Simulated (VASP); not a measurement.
Computed with PBEsol GGA, VASP's PBE PAW potentials (set 64) (plane waves; VASP 6.6.1).

The input files of a VASP run:

### INCAR
```
# general
SYSTEM  = CdS
PREC    = Accurate
ENCUT   = 530
LREAL   = .FALSE.
LASPH   = .TRUE.

# electronic loop
EDIFF   = 1E-7
NELM    = 100
ALGO    = Normal
LMAXMIX = 4

# smearing
ISMEAR  = 0
SIGMA   = 0.05

# functional
GGA     = PS

# ions
IBRION  = 6
NSW     = 1
ISIF    = 3
POTIM   = 0.015
NFREE   = 2

# output
LWAVE   = .FALSE.
LCHARG  = .FALSE.
```

File KPOINTS:
```
Automatic mesh
0
Gamma
6 6 3
0 0 0
```

### POSCAR
```
CdS
13.4068420
  0.1538731294  -0.2665160654   0.0000000000
  0.1538731294   0.2665160654   0.0000000000
  0.0000000000   0.0000000000   0.4999999825
Cd S
2 2
Cartesian
  0.1538731294  -0.0888388661   0.2500088576
  0.1538731294   0.0888388661   0.0000088664
  0.1538731294  -0.0888388661   0.4384911182
  0.1538731294   0.0888388661   0.1884911270
```

POTCAR, in this order: Cd S (PBE.64 set). Program: vasp_std.

Question: What will the output report for the number of irreducible k-points (NKPTS), number of bands (NBANDS), largest plane-wave count, number of space-group operations, FFT grid (NGX, NGY, NGZ)?

Answer: 
number of irreducible k-points (NKPTS): 14
number of bands (NBANDS): 22
largest plane-wave count: 2778
number of space-group operations: 12
FFT grid (NGX, NGY, NGZ): 32 × 32 × 50

The compound is CdS in the wurtzite structure. It was relaxed first.
